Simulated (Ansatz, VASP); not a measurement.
# Cross-check of SnP3O9 (SnP3O9 (P312)) between VASP and Ansatz, part 2 of 3

Aim: how closely do two programs agree when they are given the same cell, functional and k mesh? Of the first pair: The structure shown is the start of the Ansatz relaxation below; VASP solves that cell, so the two are compared at the walk's first step.

VASP 6.6.1 and Ansatz 0.2.0.

So far: Starting point; Ansatz: relaxation, r2SCAN.

**3. VASP: single point, r2SCAN, start cell, pair 1**

Level of this step: r2SCAN; plane waves and PAW (Sn_d, P, O) (VASP).

The same cell, functional, mesh and smearing now go to VASP, with its own data sets.

Lines of VASP's logs that name or quote its potential files are left out, and so is its time.

Contents of INCAR:

```
SYSTEM = SnP3O9
PREC = Accurate
ENCUT = 580
EDIFF = 1E-06
NELM = 120
ISMEAR = -1
SIGMA = 0.01
LREAL = .FALSE.
ALGO = Normal
METAGGA = R2SCAN
LASPH = .TRUE.
NBANDS = 104
LORBIT = 11
LWAVE = .FALSE.
LCHARG = .FALSE.
ISIF = 2
GGA_COMPAT = .FALSE.
EFERMI = MIDGAP
LMIXTAU = .TRUE.
KPAR = 4
```

Contents of POSCAR:

```
SnP3O9
1.0
    6.8302840000      0.0000000000      0.0000000000
   -3.4151420000      5.9151990000      0.0000000000
    0.0000000000      0.0000000000     10.4148370000
Sn P O
2 6 18
Direct
    0.0000000000      0.0000000000      0.5000000000
    0.0000000000      0.0000000000      0.0000000000
    0.7263689437      0.1221893256      0.7780504390
    0.8778106744      0.2736310563      0.2219495610
    0.7263689437      0.6041796181      0.2219495610
    0.8778106744      0.6041796181      0.7780504390
    0.3958203819      0.2736310563      0.7780504390
    0.3958203819      0.1221893256      0.2219495610
    0.8973251438      0.5127005907      0.1972441815
    0.8973251438      0.3846245530      0.8027558185
    0.4872994093      0.1026748562      0.8027558185
    0.6153754470      0.1026748562      0.1972441815
    0.7461091132      0.0516780720      0.6481070707
    0.7542862573      0.9976467193      0.8896984177
    0.4872994093      0.3846245530      0.1972441815
    0.7461091132      0.6944310412      0.3518929293
    0.7542862573      0.7566395380      0.1103015823
    0.6153754470      0.5127005907      0.8027558185
    0.9483219280      0.2538908868      0.3518929293
    0.0023532807      0.2457137427      0.1103015823
    0.2433604620      0.2457137427      0.8896984177
    0.3055689588      0.2538908868      0.6481070707
    0.0023532807      0.7566395380      0.8896984177
    0.9483219280      0.6944310412      0.6481070707
    0.2433604620      0.9976467193      0.1103015823
    0.3055689588      0.0516780720      0.3518929293
```

Contents of KPOINTS:

```
Automatic mesh
0
Gamma
5 5 3
0 0 0
```

The projector-augmented-wave data sets are Sn_d, P and O (PBE family, release 64).

Run with:

```bash
> mpirun -np 4 vasp_std
```

Numbers of over 12 decimals in the logs are rounded to 6 here.

Log:

```text
[banner, memory and clock lines left out]
running    4 mpi-ranks, on    1 nodes
 distrk:  each k-point on    1 cores,    4 groups
 distr:  one band on    1 cores,    1 groups

 POSCAR found type information on POSCAR SnP O
 POSCAR found :  3 types and      26 ions
|                                                                             |
|               ----> ADVICE to this user running VASP <----                  |
|                                                                             |
|     You have a (more or less) 'large supercell' and for larger cells it     |
|     might be more efficient to use real-space projection operators.         |
|     Therefore, try LREAL= Auto in the INCAR file.                           |
|     Mind: For very accurate calculation, you might also keep the            |
|     reciprocal projection scheme (i.e. LREAL=.FALSE.).                      |
|                                                                             |

|                                                                             |
|               ----> ADVICE to this user running VASP <----                  |
|                                                                             |
|     You enforced a specific xc type in the INCAR file but a different       |
|     [... a line on the potential file left out ...]
|     I HOPE YOU KNOW WHAT YOU ARE DOING!                                     |
|                                                                             |

 LDA part: xc-table for (None), standard interpolation
 POSCAR, INCAR and KPOINTS ok, starting setup
 FFT: planning ... GRIDC
 FFT: planning ... GRID_SOFT
 FFT: planning ... GRID
 WAVECAR not read
 entering main loop
       N       E                     dE             d eps       ncg     rms          rms(c)
DAV:   1     0.199028722583E+04    0.19903E+04   -0.82148E+04  2496   0.184E+03
DAV:   2    -0.120267902730E+02   -0.20023E+04   -0.19048E+04  2912   0.471E+02
DAV:   3    -0.323308871924E+03   -0.31128E+03   -0.30588E+03  2696   0.208E+02
DAV:   4    -0.341139651446E+03   -0.17831E+02   -0.17593E+02  3072   0.539E+01
DAV:   5    -0.341877583616E+03   -0.73793E+00   -0.73590E+00  3392   0.108E+01    0.583E+01
DAV:   6    -0.291579230032E+03    0.50298E+02   -0.68058E+01  3712   0.351E+01    0.309E+01
DAV:   7    -0.266790475911E+03    0.24789E+02   -0.99842E+00  3584   0.192E+01    0.611E+00
DAV:   8    -0.285733468212E+03   -0.18943E+02   -0.87263E+00  3088   0.118E+01    0.544E+00
DAV:   9    -0.266696748605E+03    0.19037E+02   -0.40888E+00  2824   0.720E+00    0.150E+00
DAV:  10    -0.266529994210E+03    0.16675E+00   -0.10348E+00  2968   0.476E+00    0.173E+00
DAV:  11    -0.265444506232E+03    0.10855E+01   -0.16297E-01  2984   0.211E+00    0.110E+00
DAV:  12    -0.266957695562E+03   -0.15132E+01   -0.31804E-01  2688   0.238E+00    0.564E-01
DAV:  13    -0.267278621238E+03   -0.32093E+00   -0.66947E-02  2920   0.121E+00    0.166E-01
DAV:  14    -0.267284541687E+03   -0.59204E-02   -0.78626E-02  2800   0.148E+00    0.120E-01
[...]
DAV:  18    -0.267343827457E+03   -0.43012E-02   -0.12898E-03  2672   0.201E-01    0.144E-02
DAV:  19    -0.267343585963E+03    0.24149E-03   -0.53861E-04  2920   0.118E-01    0.172E-02
DAV:  20    -0.267344349719E+03   -0.76376E-03   -0.26382E-04  2800   0.833E-02    0.469E-03
DAV:  21    -0.267344438110E+03   -0.88391E-04   -0.37352E-05  3112   0.362E-02    0.593E-03
DAV:  22    -0.267344439463E+03   -0.13525E-05   -0.84789E-06  2800   0.162E-02    0.259E-03
DAV:  23    -0.267344444936E+03   -0.54727E-05   -0.52512E-06  2440   0.139E-02    0.107E-03
DAV:  24    -0.267344448873E+03   -0.39377E-05   -0.15295E-06  1760   0.858E-03    0.688E-04
DAV:  25    -0.267344449225E+03   -0.35177E-06   -0.45680E-07  1784   0.475E-03
   1 F= -.26734445E+03 E0= -.26734445E+03  d E =0.000000E+00
```

Parts of OUTCAR (step 3):

```text
ion  position               nearest neighbor table
   1  0.000  0.000  0.500-  16 2.47  24 2.47  22 2.47  19 2.47  13 2.47  26 2.47
   2  0.000  0.000  0.000-  21 2.03  20 2.03  23 2.03  17 2.03  14 2.03  25 2.03   5 3.33   6 3.33
                             4 3.33   7 3.33   3 3.33   8 3.33
   3  0.726  0.122  0.778-  13 1.47  14 1.51  11 1.59  10 1.60   6 2.92   7 2.92   2 3.33
   4  0.878  0.274  0.222-  19 1.47  20 1.51   9 1.59  12 1.60   5 2.92   8 2.92   2 3.33
   5  0.726  0.604  0.222-  16 1.47  17 1.51  15 1.59   9 1.60   8 2.92   4 2.92   2 3.33
   6  0.878  0.604  0.778-  24 1.47  23 1.51  10 1.59  18 1.60   3 2.92   7 2.92   2 3.33
   7  0.396  0.274  0.778-  22 1.47  21 1.51  18 1.59  11 1.60   6 2.92   3 2.92   2 3.33
   8  0.396  0.122  0.222-  26 1.47  25 1.51  12 1.59  15 1.60   5 2.92   4 2.92   2 3.33
   9  0.897  0.513  0.197-   4 1.59   5 1.60
  10  0.897  0.385  0.803-   6 1.59   3 1.60
  11  0.487  0.103  0.803-   3 1.59   7 1.60
  12  0.615  0.103  0.197-   8 1.59   4 1.60
  13  0.746  0.052  0.648-   3 1.47   1 2.47
  14  0.754  0.998  0.890-   3 1.51   2 2.03
  15  0.487  0.385  0.197-   5 1.59   8 1.60
  16  0.746  0.694  0.352-   5 1.47   1 2.47
  17  0.754  0.757  0.110-   5 1.51   2 2.03
  18  0.615  0.513  0.803-   7 1.59   6 1.60
  19  0.948  0.254  0.352-   4 1.47   1 2.47
  20  0.002  0.246  0.110-   4 1.51   2 2.03
  21  0.243  0.246  0.890-   7 1.51   2 2.03
  22  0.306  0.254  0.648-   7 1.47   1 2.47
  23  0.002  0.757  0.890-   6 1.51   2 2.03
  24  0.948  0.694  0.648-   6 1.47   1 2.47
  25  0.243  0.998  0.110-   8 1.51   2 2.03
  26  0.306  0.052  0.352-   8 1.47   1 2.47

  LATTYP: Found a hexagonal cell.
 ALAT       =     6.8302840000
 C/A-ratio  =     1.5248029218

 Subroutine GETGRP returns: Found  6 space group operations
 (whereof  6 operations were pure point group operations)

The static configuration has the point symmetry D_3 .

 Found     12 irreducible k-points:

   k-points           NKPTS =     12   k-points in BZ     NKDIM =     12   number of bands    NBANDS=    104

   dimension x,y,z NGX =    54 NGY =   54 NGZ =   84
   dimension x,y,z NGXF=   108 NGYF=  108 NGZF=  168

   ENCUT  =  580.0 eV  42.63 Ry    6.53 a.u.  13.41 13.41 20.45*2*pi/ulx,y,z

   NELECT =     166.0000    total number of electrons

 k-points in reciprocal lattice and weights: Automatic mesh
   0.00000000  0.00000000  0.00000000       0.013
   0.20000000  0.00000000  0.00000000       0.080
   0.40000000  0.00000000  0.00000000       0.080
   0.20000000  0.20000000  0.00000000       0.080
   0.40000000  0.20000000  0.00000000       0.080
   0.00000000  0.00000000  0.33333333       0.027
   0.20000000  0.00000000  0.33333333       0.160
   0.40000000  0.00000000  0.33333333       0.160
   0.20000000  0.20000000  0.33333333       0.080
  -0.20000000  0.40000000  0.33333333       0.080
   0.40000000  0.20000000  0.33333333       0.080
  -0.20000000 -0.40000000  0.33333333       0.080

 average (electrostatic) potential at core
       1-110.0153       2-111.7077       3 -92.6521       4 -92.6521       5 -92.6521
       6 -92.6521       7 -92.6521       8 -92.6521       9 -79.4097      10 -79.4097
      11 -79.4097      12 -79.4097      13 -77.0391      14 -78.2140      15 -79.4097
      16 -77.0391      17 -78.2140      18 -79.4097      19 -77.0391      20 -78.2140
      21 -78.2140      22 -77.0391      23 -78.2140      24 -77.0391      25 -78.2140
      26 -77.0391

 E-fermi :   2.5897

 k-point     1 :       0.0000    0.0000    0.0000
  band No.  band energies     occupation
    ...
     79      -1.0884      2.00000
     80      -0.9942      2.00000
     81      -0.9942      2.00000
     82      -0.9936      2.00000
     83       0.6619      2.00000
     84       4.5464      0.00000
     85       6.2222      0.00000
     86       6.4319      0.00000
     87       6.4319      0.00000
     88       6.7915      0.00000
    ...

 k-point     2 :       0.2000    0.0000    0.0000
  band No.  band energies     occupation
    ...
     79      -1.0550      2.00000
     80      -0.9680      2.00000
     81      -0.9476      2.00000
     82      -0.8784      2.00000
     83       0.6791      2.00000
     84       4.6451      0.00000
     85       6.1983      0.00000
     86       6.3698      0.00000
     87       6.4890      0.00000
     88       7.1285      0.00000
    ...

 k-point     3 :       0.4000    0.0000    0.0000
  band No.  band energies     occupation
    ...
     79      -0.9781      2.00000
     80      -0.9122      2.00000
     81      -0.9014      2.00000
     82      -0.7847      2.00000
     83       0.6894      2.00000
     84       4.7876      0.00000
     85       6.1143      0.00000
     86       6.4095      0.00000
     87       6.8559      0.00000
     88       7.4765      0.00000
    ...

  Total        0.1570975      0.1570975      0.2760117      0.0000000      0.0000000      0.0000000
  in kB        0.5981626      0.5981625      1.0509390      0.0000000      0.0000000      0.0000000
  external PRESSURE =       0.7490881 kB  Pullay stress =       0.0000000 kB

  energy-cutoff  :      580.00
  volume of cell :      420.79
      direct lattice vectors                 reciprocal lattice vectors
     6.830284000  0.000000000  0.000000000     0.146406797  0.084528010  0.000000000
    -3.415142000  5.915199000  0.000000000     0.000000000  0.169056020  0.000000000
     0.000000000  0.000000000 10.414837000     0.000000000  0.000000000  0.096016865

 POSITION                                       TOTAL-FORCE (eV/Angst)
 -----------------------------------------------------------------------------------
      0.00000      0.00000      5.20742         0.000000      0.000000      0.000000
      0.00000      0.00000      0.00000         0.000000      0.000000     -0.000000
      4.54401      0.72277      8.10327         0.009333     -0.012567     -0.001521
      5.06121      1.61858      2.31157         0.015550     -0.001799      0.001521
      2.89795      3.57384      2.31157        -0.006217      0.014366      0.001521
      3.93234      3.57384      8.10327         0.006217      0.014366     -0.001521
      1.76908      1.61858      8.10327        -0.015550     -0.001799     -0.001521
      2.28627      0.72277      2.31157        -0.009333     -0.012567      0.001521
      4.37804      3.03273      2.05427         0.013627      0.002172     -0.005182
      4.81544      2.27513      8.36057         0.008694      0.010715      0.005182
      2.97774      0.60734      8.36057         0.004932     -0.012887      0.005182
      3.85254      0.60734      2.05427        -0.004932     -0.012887     -0.005182
      4.91965      0.30569      6.74993         0.012613     -0.013290     -0.017502
      1.74488      5.90128      9.26606         0.004362     -0.010837      0.013369
      2.01485      2.27513      2.05427        -0.008694      0.010715     -0.005182
      2.72456      4.10770      3.66491        -0.005203      0.017568      0.017502
      2.56796      4.47567      1.14877        -0.007204      0.009196     -0.013369
      2.45224      3.03273      8.36057        -0.013627      0.002172      0.005182
      5.61023      1.50182      3.66491         0.017816     -0.004278      0.017502
     -0.82307      1.45345      1.14877         0.011566      0.001641     -0.013369
      0.82307      1.45345      9.26606        -0.011566      0.001641      0.013369
      1.22005      1.50182      6.74993        -0.017816     -0.004278     -0.017502
     -2.56796      4.47567      9.26606         0.007204      0.009196      0.013369
      4.10573      4.10770      6.74993         0.005203      0.017568     -0.017502
     -1.74488      5.90128      1.14877        -0.004362     -0.010837     -0.013369
      1.91063      0.30569      3.66491        -0.012613     -0.013290      0.017502
 -----------------------------------------------------------------------------------
    total drift:                               -0.000000      0.000036     -0.000000

  FREE ENERGIE OF THE ION-ELECTRON SYSTEM (eV)
  ---------------------------------------------------
  free  energy   TOTEN  =      -267.3444492250 eV

  energy  without entropy=     -267.3444492250  energy(sigma->0) =     -267.34444923

 total charge
# of ion       s       p       d       tot
------------------------------------------
    1        1.498   0.323  10.004  11.824
    2        0.770   1.084  10.417  12.271
    3        0.895   1.504   0.000   2.399
    4        0.895   1.504   0.000   2.399
    5        0.895   1.504   0.000   2.399
    6        0.895   1.504   0.000   2.399
    7        0.895   1.504   0.000   2.399
    8        0.895   1.504   0.000   2.399
    9        1.563   3.715   0.000   5.279
   10        1.563   3.715   0.000   5.279
   11        1.563   3.715   0.000   5.279
   12        1.563   3.715   0.000   5.279
   13        1.583   3.603   0.000   5.186
   14        1.563   3.671   0.000   5.234
   15        1.563   3.715   0.000   5.279
   16        1.583   3.603   0.000   5.186
   17        1.563   3.671   0.000   5.234
   18        1.563   3.715   0.000   5.279
   19        1.583   3.603   0.000   5.186
   20        1.563   3.671   0.000   5.234
   21        1.563   3.671   0.000   5.234
   22        1.583   3.603   0.000   5.186
   23        1.563   3.671   0.000   5.234
   24        1.583   3.603   0.000   5.186
   25        1.563   3.671   0.000   5.234
   26        1.583   3.603   0.000   5.186
--------------------------------------------------
tot         35.896  76.362  20.421 132.679

[... 3 further parts left out ...]
```

The run ends at a pressure of 0.07 GPa, with forces up to 0.025 eV/Å.

**4. Comparison**

Known differences besides the potentials themselves: VASP keeps PBE cores, Ansatz makes them for the functional; the cutoff is 500 eV in Ansatz and 580 eV in VASP. Total energies have different zeros and are not compared.

The largest component of a force difference here is 188 meV/Å.

**5. Ansatz: relaxation, r2SCAN**

This run makes the geometry at which the two programs are then compared. The cell compared in this pair holds 424.78 Å³, against 420.79 Å³ for the pair before.

The structure compared here is the end of the Ansatz relaxation.

This is the run of step 2 again, met here at its other cell.

(Continued in part 3 of 3.)

[Lines on the potential files, build, host, timing and source positions are cut from VASP's logs without a mark.]

[Logs are printed without paths, hosts, clocks, repeated set-up lines and the standing remarks that a program may print on its own settings, such as how far it seeks lower states.]

[Hosts, paths, dates, database ids (printed as entryN), source tags and the programs' standing remarks are cut or masked in the printed files.]
